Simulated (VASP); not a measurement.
## IrO2 (relaxed from the fluorite structure, space group Fm-3m): computed properties

Level of theory: PBEsol GGA, VASP's PBE PAW potentials (set 64) (plane waves; VASP).

```
Property                                                               Value
----------------------------------  ----------------------------------------
space group                                                      Fm-3m (225)
cell                                 a = b = c = 4.904 Å, α = β = γ = 90.00°
volume per atom                                                 9.83 Å³/atom
band gap (over mesh and band path)  none (metal, semimetal or under 0.01 eV)
density                                                          12.63 g/cm³
```

```
IrO2
1.0
    0.00000     2.45204     2.45204
    2.45204     0.00000     2.45204
    2.45204     2.45204     0.00000
Ir O
1 2
Cartesian
  0.00000   0.00000   0.00000
  1.22602   1.22602   1.22602
  3.67806   3.67806   3.67806
```

Unless said otherwise, spin-orbit coupling is left out, though it shifts the bands of the heavy elements here.

The structure was generated: IrO2 was put into the fluorite type (Fm-3m), which need not be its known phase. It was relaxed first, which changed the volume by -8 %. Symmetry was kept, so distortions that lower it aren't found. The electron count is odd and the run is not spin-polarised, which forces a metal.
